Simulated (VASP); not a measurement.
## Rb3SBr: single point with PBEsol

Crystal: Rb3SBr.

```
Br S Rb
1.0
     6.72000    0.00000    0.00000
     0.00000    6.72000    0.00000
     0.00000    0.00000    6.72000
Br S Rb
1 1 3
Direct
  0.00000 0.00000 0.00000
  0.50000 0.50000 0.50000
  0.50000 0.50000 0.00000
  0.50000 0.00000 0.50000
  0.00000 0.50000 0.50000
```

The cell comes from a database or a generator and needn't be the stable form of this composition.

```json
{"Program": "VASP 6.6.1", "Task": "single point", "Functional": "PBEsol", "Potentials or basis": "VASP PAW PBE potentials, release 64 (Br, S, Rb_sv)", "Cutoff": "520 eV", "k mesh": "4 × 4 × 4", "Occupations": "gaussian, width 0.05 eV", "Spin": "no spin polarisation", "Dipole correction": "no", "Further INCAR settings": "ALGO = Fast; EDIFF = 1e-07; NBANDS = 28"}
```

* Pressure: -1.6 GPa
* Band gap on the k mesh: 1.35 eV, direct

Levels at points of the mesh, in eV from the valence-band top:
```csv
k point,band 18,band 19,band 20,band 21,band 22,band 23
"(0.00, 0.00, 0.00)",0.00,0.00,0.00,1.35,3.43,3.43
"(0.50, 0.00, 0.00)",-0.57,-0.05,-0.05,2.61,2.68,4.20
"(0.50, 0.50, 0.00)",-0.56,-0.56,-0.10,3.32,3.43,3.69
"(0.50, 0.50, 0.50)",-0.64,-0.64,-0.64,3.79,3.86,3.86
```

Run time: 110 s on 1 thread of Intel(R) Xeon(R) 6975P-C (Granite Rapids) (shared host), peak memory 0.36 GiB.

Caveat: the PAW data sets were made with another functional, which shifts forces and pressure a little. A k mesh can miss the band edges.
